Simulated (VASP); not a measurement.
Data:

```
CELL_PARAMETERS angstrom
     -1.50285     1.50285     1.50285
      1.50285    -1.50285     1.50285
      1.50285     1.50285    -1.50285
ATOMIC_POSITIONS crystal
  Mo 0.00000 0.00000 0.00000
```

Calculation: PBEsol GGA, VASP's PBE PAW potentials (set 64) (plane waves; VASP 6.6.1). Settings: 500 eV cut-off, 17×17×17 Γ-centred mesh, first-order Methfessel-Paxton smearing of 0.10 eV, potentials Mo_sv.

**Question.** Predict the energy per atom (σ→0), pressure, band gap (on the k-mesh) with the smallest direct gap where there is one.

**Answer.** 
```json
{
  "band gap (on the k-mesh)": "none (metal, semimetal or under 0.01 eV)",
  "energy per atom (σ→0)": "-11.554 eV/atom",
  "pressure": "44.84 GPa"
}
```

Only differences to runs with the same potentials and settings are physical.

The compound is Mo in the bcc structure. It was relaxed first under an external pressure of 45 GPa.
